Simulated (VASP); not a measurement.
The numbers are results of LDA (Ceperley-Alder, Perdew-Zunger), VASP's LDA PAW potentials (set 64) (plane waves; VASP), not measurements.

A VASP calculation is set up with these files.

### KPOINTS
```
Automatic mesh
0
Gamma
14 14 14
0 0 0
```

### INCAR
```
SYSTEM  =  HfC
PREC  =  Accurate; ENCUT  =  620; LREAL  =  .False.
LASPH  =  .True.
EDIFF  =  1E-6; NELM  =  100; ALGO  =  Normal
LMAXMIX  =  6
ISMEAR  =  1; SIGMA  =  0.1
IBRION  =  2; NSW  =  40; ISIF  =  3
EDIFFG  =  -0.02; PSTRESS  =  50
LWAVE  =  .False.; LCHARG  =  .False.
```

**POSCAR**
```
HfC
1
    0.0000000000     2.2877569663     2.2877569663
    2.2877569663     0.0000000000     2.2877569663
    2.2877569663     2.2877569663     0.0000000000
Hf C
1 1
Direct
  0.0000000000   0.0000000000   0.0000000000
  0.5000000000   0.5000000000   0.5000000000
```

POTCAR, in this order: Hf_pv C (LDA.64 set). Program: vasp_std.

The run wrote:

**OSZICAR**
```
       N       E                     dE             d eps       ncg     rms          rms(c)
DAV:   1     0.264019512301E+02    0.26402E+02   -0.87111E+03  2288   0.141E+03
DAV:   2    -0.242070812755E+02   -0.50609E+02   -0.47962E+02  3057   0.232E+02
DAV:   3    -0.260161242616E+02   -0.18090E+01   -0.17895E+01  3022   0.331E+01
DAV:   4    -0.260336883605E+02   -0.17564E-01   -0.17545E-01  2731   0.331E+00
DAV:   5    -0.260339112981E+02   -0.22294E-03   -0.22291E-03  2998   0.304E-01    0.635E+01
DAV:   6    -0.230113149503E+02    0.30226E+01   -0.20292E+01  2530   0.233E+01    0.444E+01
DAV:   7    -0.229175809278E+02    0.93734E-01   -0.70911E-01  2618   0.620E+00    0.253E+01
DAV:   8    -0.229016448703E+02    0.15936E-01   -0.49392E-02  2504   0.212E+00    0.526E+00
DAV:   9    -0.228968900479E+02    0.47548E-02   -0.24778E-02  2597   0.915E-01    0.197E+00
DAV:  10    -0.228965778805E+02    0.31217E-03   -0.94607E-04  2721   0.254E-01    0.429E-01
DAV:  11    -0.228965616739E+02    0.16207E-04   -0.14823E-04  2632   0.903E-02    0.154E-02
DAV:  12    -0.228965610014E+02    0.67254E-06   -0.31326E-06  2550   0.175E-02
   1 F= -.22149220E+02 E0= -.22149172E+02  d E =-.221492E+02
       N       E                     dE             d eps       ncg     rms          rms(c)
DAV:   1    -0.229575287762E+02   -0.60967E-01   -0.35556E+00  2288   0.188E+01    0.633E+00
DAV:   2    -0.228683670943E+02    0.89162E-01   -0.11395E-01  2300   0.351E+00    0.341E+00
DAV:   3    -0.228347624805E+02    0.33605E-01   -0.10225E-01  2324   0.302E+00    0.214E+00
DAV:   4    -0.228351266308E+02   -0.36415E-03   -0.15200E-03  2812   0.401E-01    0.276E+00
DAV:   5    -0.228346088174E+02    0.51781E-03   -0.74311E-04  2780   0.192E-01    0.117E-01
DAV:   6    -0.228345797002E+02    0.29117E-04   -0.74507E-05  2603   0.623E-02    0.730E-02
DAV:   7    -0.228345837292E+02   -0.40289E-05   -0.36090E-06  2460   0.167E-02    0.884E-02
DAV:   8    -0.228345757776E+02    0.79516E-05   -0.33140E-05  2518   0.377E-02    0.153E-02
DAV:   9    -0.228345758359E+02   -0.58297E-07   -0.59638E-07  1213   0.875E-03
   2 F= -.22126980E+02 E0= -.22126923E+02  d E =0.222391E-01
       N       E                     dE             d eps       ncg     rms          rms(c)
DAV:   1    -0.229451386886E+02   -0.11056E+00   -0.15988E+00  2288   0.126E+01    0.429E+00
DAV:   2    -0.229053694924E+02    0.39769E-01   -0.53421E-02  2300   0.240E+00    0.233E+00
DAV:   3    -0.228902288370E+02    0.15141E-01   -0.47235E-02  2324   0.201E+00    0.144E+00
DAV:   4    -0.228903737945E+02   -0.14496E-03   -0.68482E-04  2830   0.270E-01    0.186E+00
DAV:   5    -0.228901638362E+02    0.20996E-03   -0.32602E-04  2785   0.134E-01    0.139E-01
DAV:   6    -0.228901476737E+02    0.16162E-04   -0.36118E-05  2651   0.420E-02    0.555E-02
DAV:   7    -0.228901492130E+02   -0.15392E-05   -0.12252E-06  1376   0.107E-02    0.600E-02
DAV:   8    -0.228901446373E+02    0.45756E-05   -0.19758E-05  2536   0.283E-02    0.183E-02
DAV:   9    -0.228901446519E+02   -0.14591E-07   -0.36272E-07  1180   0.669E-03
   3 F= -.22155973E+02 E0= -.22155919E+02  d E =-.675370E-02
```

OUTCAR:
```
------------------------ aborting loop because EDIFF is reached ----------------------------------------
  FORCE on cell =-STRESS in cart. coord.  units (eV):
  Direction    XX          YY          ZZ          XY          YZ          ZX
  --------------------------------------------------------------------------------------
  Total        0.7250419      0.7250419      0.7250419     -0.0000000      0.0000000      0.0000000
  in kB       49.3782441     49.3782441     49.3782441     -0.0000000      0.0000000      0.0000000
  external PRESSURE =      -0.6217559 kB  Pullay stress =      50.0000000 kB
  volume of cell :       23.53
      direct lattice vectors                 reciprocal lattice vectors
     0.000000000  2.274238555  2.274238555    -0.219853805  0.219853805  0.219853805
     2.274238555 -0.000000000  2.274238555     0.219853805 -0.219853805  0.219853805
     2.274238555  2.274238555  0.000000000     0.219853805  0.219853805 -0.219853805
 POSITION                                       TOTAL-FORCE (eV/Angst)
 -----------------------------------------------------------------------------------
      0.00000      0.00000      0.00000        -0.000000      0.000000     -0.000000
      2.27424      2.27424      2.27424         0.000000     -0.000000      0.000000
 -----------------------------------------------------------------------------------
    total drift:                                0.000000      0.000000      0.000000
  FREE ENERGIE OF THE ION-ELECTRON SYSTEM (eV)
  ---------------------------------------------------
  free  energy   TOTEN  =       -22.8901446519 eV

  energy  without entropy=      -22.8899808289  energy(sigma->0) =      -22.89009004
  enthalpy is  TOTEN    =       -22.1559732371 eV   P V=        0.7341714149

 reached required accuracy - stopping structural energy minimisation
```
(Selected blocks of OUTCAR.)

File CONTCAR:
```
HfC
   1.00000000000000
     0.0000000000000000    2.2742385551160664    2.2742385551160664
     2.2742385551160664   -0.0000000000000000    2.2742385551160664
     2.2742385551160664    2.2742385551160664    0.0000000000000000
  Hf              C
     1     1
Direct
     0.0000000000000000    0.0000000000000000    0.0000000000000000
     0.5000000000000000    0.5000000000000000    0.5000000000000000
```

The compound is HfC in the rock salt structure. This run relaxes it under an external pressure of 5 GPa. Symmetry was kept, so distortions that lower it aren't found.
